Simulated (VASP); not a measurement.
A run of VASP 6.6.1:

Contents of INCAR:

```
  PREC = Accurate
  ENCUT = 520
  EDIFF = 1E-6
  ISMEAR = 0
  SIGMA = 0.03
  LREAL = F
  LASPH = T
  NELM = 150
  ALGO = Normal
  ISIF = 2
  LWAVE = F
  LCHARG = F
  METAGGA = R2SCAN
  LMIXTAU = T
  KPAR = 4
```

Contents of KPOINTS:

```
Automatic mesh
0
Gamma
  8 8 4
```

File POSCAR:

```
Al3InN4                                 
1.0
    3.2197823261      0.0000000000      0.0000000000
    0.0000000000      3.2197823261     -0.0000000000
   -0.0000000000      0.0000000000      9.1374079230
  Al              In              N             
     3     1     4
Direct
     1.0000000000000000    0.0000000000000000    0.5000000000000000
     0.5000000000000000    0.5000000000000000    0.7314194442375732
     0.5000000000000000    0.5000000000000000    0.2685805557624268
     1.0000000000000000    0.0000000000000000    1.0000000000000000
     0.0000000000000000    0.5000000000000000    0.6155885594728163
     0.5000000000000000    0.0000000000000000    0.3844114405271836
     0.0000000000000000    0.5000000000000000    0.1556913377488734
     0.5000000000000000    1.0000000000000000    0.8443086622511267
```

Potentials or basis: VASP PAW PBE potentials, release 64 (Al, In_d, N).

Run with:

```sh
$ cat potpaw_PBE.64/Al/POTCAR potpaw_PBE.64/In_d/POTCAR potpaw_PBE.64/N/POTCAR > POTCAR
$ mpirun -np 4 vasp_std > vasp.out
```

Hardware: 4 MPI ranks on Intel(R) Xeon(R) Platinum 8488C (Sapphire Rapids) (shared host).

Estimate the wall time of this run.

It took 92 s on 4 MPI ranks on Intel(R) Xeon(R) Platinum 8488C (Sapphire Rapids), on a shared host, peak memory 0.25 GiB a rank. Counts: scf iterations 20, k points 45.
